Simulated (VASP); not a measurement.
OSZICAR of a VASP run on BaZrO3 (cubic perovskite):

**OSZICAR**
```
       N       E                     dE             d eps       ncg     rms          rms(c)
DAV:   1     0.471665455682E+03    0.47167E+03   -0.22818E+04   728   0.203E+03
DAV:   2     0.119388784673E+03   -0.35228E+03   -0.34528E+03   744   0.544E+02
DAV:   3     0.776609371492E+02   -0.41728E+02   -0.41111E+02   856   0.221E+02
DAV:   4     0.761809050008E+02   -0.14800E+01   -0.14760E+01   720   0.386E+01
DAV:   5     0.760643824223E+02   -0.11652E+00   -0.11641E+00   864   0.117E+01    0.521E+01
DAV:   6    -0.164697266149E+02   -0.92534E+02   -0.44107E+02   480   0.225E+02    0.164E+01
DAV:   7    -0.136483737364E+02    0.28214E+01   -0.18842E+01   688   0.397E+01    0.815E+00
DAV:   8    -0.128253864917E+02    0.82299E+00   -0.53595E+00   696   0.132E+01    0.382E+00
DAV:   9    -0.130685119091E+02   -0.24313E+00   -0.12094E+00   760   0.831E+00    0.158E+00
DAV:  10    -0.132495989667E+02   -0.18109E+00   -0.42418E-01   544   0.526E+00    0.107E+00
DAV:  11    -0.132844033909E+02   -0.34804E-01   -0.69373E-02   552   0.275E+00    0.540E-01
DAV:  12    -0.133046654877E+02   -0.20262E-01   -0.80117E-02   544   0.228E+00    0.299E-01
DAV:  13    -0.133264760894E+02   -0.21811E-01   -0.86797E-03   528   0.947E-01    0.117E-01
DAV:  14    -0.133277570846E+02   -0.12810E-02   -0.38524E-03   616   0.363E-01    0.966E-02
DAV:  15    -0.133276050155E+02    0.15207E-03   -0.74842E-04   616   0.186E-01    0.217E-02
DAV:  16    -0.133277381459E+02   -0.13313E-03   -0.92360E-05   664   0.884E-02    0.268E-02
DAV:  17    -0.133277355851E+02    0.25608E-05   -0.36120E-05   624   0.408E-02    0.122E-02
DAV:  18    -0.133277433558E+02   -0.77707E-05   -0.55073E-06   744   0.160E-02    0.334E-03
DAV:  19    -0.133277465410E+02   -0.31852E-05   -0.71622E-07   400   0.732E-03    0.127E-03
DAV:  20    -0.133277480166E+02   -0.14757E-05   -0.48160E-07   376   0.610E-03    0.861E-04
DAV:  21    -0.133277479185E+02    0.98180E-07   -0.22096E-07   344   0.302E-03
   1 F= -.13327748E+02 E0= -.13327748E+02  d E =-.133277E+02
```

Task: Which electronic solver shows in the log?

Result: It is blocked Davidson (ALGO = Normal, or the opening steps of other solvers). The INCAR had ALGO = Normal.

Task: Can the final energy be trusted as converged?

Result: The run converged. It stopped with EDIFF = 1E-6, NELM = 100, NSW = 60 and EDIFFG = -0.02 after 1 ionic step (revTPSS meta-GGA, plane waves, VASP's PBE PAW potentials (set 64)).

The compound is BaZrO3 in the cubic perovskite structure. It was relaxed first. The start is the result of an earlier pass.
